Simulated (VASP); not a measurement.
A convergence study with VASP on Gd (hcp): a few settings are varied, all else stays as given below, so the limit is that of these other settings. The cell's lengths are 1 % over those of the tabulated start and one atom is moved, so it is off equilibrium.

```yaml
crystal:
  lattice:
    - [1.83315, -3.17511, 0.00000]
    - [1.83315, 3.17511, 0.00000]
    - [0.00000, 0.00000, 5.83780]
  atoms:
    - { symbol: Gd, position: [0.33333, 0.66667, 0.25000] }
    - { symbol: Gd, position: [0.68320, 0.34986, 0.75000] }
```

The numbers are results of PBE GGA, VASP's PBE PAW potentials (set 64) (plane waves; VASP), not measurements. The last row used: 900 eV cut-off, 10×10×5 Γ-centred mesh, first-order Methfessel-Paxton smearing of 0.10 eV, potentials Gd_3.

The 4f electrons are frozen in the core of the lanthanide potential, so 4f levels, which can set the real gap, and their magnetism are missing. Energies of different potentials or hybrids have different zeros.

```tsv
setting	E (eV/atom)	pressure (GPa)	plane waves
ENCUT = 300	___	___	818
ENCUT = 400	___	-1.32	1254
ENCUT = 520	-4.5781	-1.32	1854
ENCUT = 700	-4.5781	-1.32	2884
ENCUT = 900	-4.5781	-1.32	4199
```

What belongs in the gaps?

- ENCUT = 300, E (eV/atom): -4.5771
- ENCUT = 300, pressure (GPa): -1.35
- ENCUT = 400, E (eV/atom): -4.5779

Left out are rungs that failed or repeat a setting and relaxations that didn't move; long series are thinned to 24 rows.

The compound is Gd in the hcp structure. The cell was not relaxed at this level, it is distorted from the ideal structure.
